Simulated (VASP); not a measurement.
Computed with MS2 meta-GGA, VASP's PBE PAW potentials (set 64) (plane waves; VASP 6.6.1).

VASP input:

**POSCAR**
```
HfO2
1
    0.0000000000     2.5125290153     2.5125290153
    2.5125290153     0.0000000000     2.5125290153
    2.5125290153     2.5125290153     0.0000000000
Hf O
1 2
Direct
  0.0000000000   0.0000000000   0.0000000000
  0.2500000000   0.2500000000   0.2500000000
  0.7500000000   0.7500000000   0.7500000000
```

### INCAR
```
PREC = Accurate
LMIXTAU = .TRUE.
SYSTEM = HfO2
EDIFF = 1E-7
SIGMA = 0.05   # width (eV)
LASPH = .TRUE.   # aspherical one-centre terms
ENCUT = 520
ISMEAR = 0   # Gaussian
LWAVE = .FALSE.
ISIF = 2
LMAXMIX = 6
LCHARG = .FALSE.
NELM = 100   # most electronic steps
ALGO = Normal   # blocked Davidson
LREAL = .FALSE.   # projection in real space or not
METAGGA = MS2
```

**KPOINTS**
```
K-points
0
G
  8 8 8
```

POTCAR, in this order: Hf_pv O (PBE.64 set). Program: vasp_std.

Output

File OSZICAR:
```
       N       E                     dE             d eps       ncg     rms          rms(c)
DAV:   1     0.858808849609E+02    0.85881E+02   -0.12461E+04   870   0.139E+03
DAV:   2    -0.413864495538E+02   -0.12727E+03   -0.12546E+03  1122   0.306E+02
DAV:   3    -0.446861230476E+02   -0.32997E+01   -0.32972E+01  1080   0.505E+01
DAV:   4    -0.446985492313E+02   -0.12426E-01   -0.12425E-01  1122   0.336E+00
DAV:   5    -0.446986240077E+02   -0.74776E-04   -0.74776E-04  1073   0.230E-01    0.582E+01
DAV:   6    -0.150156212761E+02    0.29683E+02   -0.17162E+01  1003   0.429E+01    0.438E+01
DAV:   7    -0.287957176965E+02   -0.13780E+02   -0.48608E+00   870   0.296E+01    0.138E+01
DAV:   8    -0.165785942930E+02    0.12217E+02   -0.69073E+00   870   0.271E+01    0.140E+01
DAV:   9    -0.176774708540E+02   -0.10989E+01   -0.66068E+00   933   0.202E+01    0.369E+00
DAV:  10    -0.182394558282E+02   -0.56198E+00   -0.13486E-01  1087   0.410E+00    0.331E+00
DAV:  11    -0.184520321975E+02   -0.21258E+00   -0.17044E-01   905   0.413E+00    0.167E+00
DAV:  12    -0.184592990120E+02   -0.72668E-02   -0.93878E-02  1115   0.237E+00    0.161E+00
DAV:  13    -0.184718997910E+02   -0.12601E-01   -0.17160E-01   870   0.422E+00    0.131E+00
DAV:  14    -0.184726988293E+02   -0.79904E-03   -0.77288E-03   968   0.921E-01    0.125E+00
DAV:  15    -0.184711128108E+02    0.15860E-02   -0.18752E-03  1052   0.356E-01    0.711E-01
DAV:  16    -0.184708730617E+02    0.23975E-03   -0.33053E-03   877   0.448E-01    0.174E-01
DAV:  17    -0.184706720762E+02    0.20099E-03   -0.10155E-03  1066   0.277E-01    0.284E-02
DAV:  18    -0.184707265106E+02   -0.54434E-04   -0.63593E-05   926   0.951E-02    0.458E-02
DAV:  19    -0.184707367360E+02   -0.10225E-04   -0.24721E-05   877   0.579E-02    0.165E-02
DAV:  20    -0.184707381716E+02   -0.14356E-05   -0.17279E-06  1017   0.156E-02    0.935E-03
DAV:  21    -0.184707364248E+02    0.17468E-05   -0.18247E-06   940   0.113E-02    0.611E-03
DAV:  22    -0.184707373269E+02   -0.90214E-06   -0.75417E-07  1073   0.644E-03    0.164E-03
DAV:  23    -0.184707374227E+02   -0.95785E-07   -0.84492E-09   519   0.104E-03
   1 F= -.18470737E+02 E0= -.18470737E+02  d E =-.461310E-14
```

OUTCAR:
```
------------------------ aborting loop because EDIFF is reached ----------------------------------------
  FORCE on cell =-STRESS in cart. coord.  units (eV):
  Direction    XX          YY          ZZ          XY          YZ          ZX
  --------------------------------------------------------------------------------------
  Total       -0.0029249     -0.0029249     -0.0029249     -0.0000000      0.0000000      0.0000000
  in kB       -0.1477270     -0.1477270     -0.1477270     -0.0000000      0.0000000      0.0000000
  external PRESSURE =      -0.1477270 kB  Pullay stress =       0.0000000 kB
  volume of cell :       31.72
      direct lattice vectors                 reciprocal lattice vectors
     0.000000000  2.512529015  2.512529015    -0.199002677  0.199002677  0.199002677
     2.512529015  0.000000000  2.512529015     0.199002677 -0.199002677  0.199002677
     2.512529015  2.512529015  0.000000000     0.199002677  0.199002677 -0.199002677
 POSITION                                       TOTAL-FORCE (eV/Angst)
 -----------------------------------------------------------------------------------
      0.00000      0.00000      0.00000        -0.000000      0.000000     -0.000000
      1.25626      1.25626      1.25626        -0.000000     -0.000000     -0.000000
      3.76879      3.76879      3.76879         0.000000      0.000000      0.000000
 -----------------------------------------------------------------------------------
    total drift:                                0.000000      0.000000      0.000000
  FREE ENERGIE OF THE ION-ELECTRON SYSTEM (eV)
  ---------------------------------------------------
  free  energy   TOTEN  =       -18.4707374227 eV

  energy  without entropy=      -18.4707374227  energy(sigma->0) =      -18.47073742
```
(Selected blocks of OUTCAR.)

The compound is HfO2 in the fluorite structure, the high-temperature cubic form, which is unstable at 0 K; the monoclinic form is the stable one. It was relaxed first.
